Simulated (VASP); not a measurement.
All values below come from HSE06 screened hybrid, VASP's PBE PAW potentials (set 64) (plane waves; VASP 6.6.1).

The input files of a VASP run:

File POSCAR:
```
CsCl
1
    4.1437000000     0.0000000000     0.0000000000
    0.0000000000     4.1437000000     0.0000000000
    0.0000000000     0.0000000000     4.1437000000
Cs Cl
1 1
Direct
  0.0033460000   0.0020540000  -0.0029870000
  0.4966540000   0.4979460000   0.5029870000
```

**INCAR**
```
AEXX = 0.25
ALGO = Normal
EDIFF = 1E-6
ENCUT = 300
GGA = PE
HFSCREEN = 0.2
ISIF = 2
ISMEAR = 0
ISYM = 3
LASPH = .True.
LCHARG = .False.
LHFCALC = .True.
LMAXMIX = 4
LREAL = .False.
LWAVE = .False.
NELM = 100
PREC = Accurate
PRECFOCK = Fast
SIGMA = 0.01
SYSTEM = CsCl
```

File KPOINTS:
```
Automatic mesh
0
Gamma
4 4 4
0 0 0
```

POTCAR, in this order: Cs_sv Cl (PBE.64 set). Program: vasp_std.

Unless said otherwise, spin-orbit coupling is left out, though it shifts the bands of the heavy elements here.

**Question.** Predict the energy per atom (σ→0), band gap (on the k-mesh).

**Answer.** 
```json
{
 "energy per atom (σ→0)": "-3.820 eV/atom",
 "band gap (on the k-mesh)": "6.53 eV"
}
```

File OSZICAR:
```
...
DAV:  14    -0.764003673134E+01   -0.12896E-04   -0.31743E-05  1052   0.474E-02    0.369E-02
DAV:  15    -0.764004768510E+01   -0.10954E-04   -0.13105E-05  1040   0.310E-02    0.250E-02
DAV:  16    -0.764005467885E+01   -0.69937E-05   -0.55533E-06  1048   0.205E-02    0.172E-02
DAV:  17    -0.764005869901E+01   -0.40202E-05   -0.23740E-06   984   0.137E-02    0.119E-02
DAV:  18    -0.764006089053E+01   -0.21915E-05   -0.10611E-06   744   0.936E-03    0.823E-03
DAV:  19    -0.764006205962E+01   -0.11691E-05   -0.57533E-07   760   0.661E-03    0.580E-03
DAV:  20    -0.764006268444E+01   -0.62482E-06   -0.23750E-07   656   0.412E-03
   1 F= -.76400627E+01 E0= -.76400627E+01  d E =-.114300E-31
```

The structure comes from a computed database's CsCl entry; how it stands against other phases isn't given here. The cell was not relaxed at this level, atoms are displaced from their ideal sites.
